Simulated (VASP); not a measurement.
Given:

```xyz
3
Lattice="1.5535 -2.6908 0.0000 1.5535 2.6908 0.0000 0.0000 0.0000 3.4376" Properties=species:S:1:pos:R:3 pbc="T T T"
Hf     0.0000     0.0000     0.0000
B      1.5535     0.8969     1.7188
B      1.5535    -0.8969     1.7188
```

Calculation: PBE GGA, VASP's PBE PAW potentials (set 64) (plane waves; VASP). Run with 620 eV cut-off, 11×11×9 Γ-centred mesh, first-order Methfessel-Paxton smearing of 0.10 eV, potentials Hf_pv B.

Energy and stress use the plane-wave basis of the starting cell.

Question: The ions, cell shape and volume at an external pressure of 20.0 GPa are relaxed. What does this cell relax into?

Answer: 
```xyz
3
Lattice="1.5380 -2.6638 0.0000 1.5380 2.6638 0.0000 0.0000 0.0000 3.3964" Properties=species:S:1:pos:R:3 pbc="T T T"
Hf     0.0000     0.0000     3.3964
B      1.5380     0.8879     1.6982
B      1.5380    -0.8879     1.6982
```
Space group P6/mmm (191), at a tolerance of 0.03 Å.

Question: How do energy and volume change from the first to the last step?

Answer: The energy (σ→0) changes by +28.3 meV/atom and the volume by -3.2 %, in 5 ionic steps.

The compound is HfB2 in the AlB2 type structure. This run relaxes it under an external pressure of 20 GPa. Symmetry was kept, so distortions that lower it aren't found.
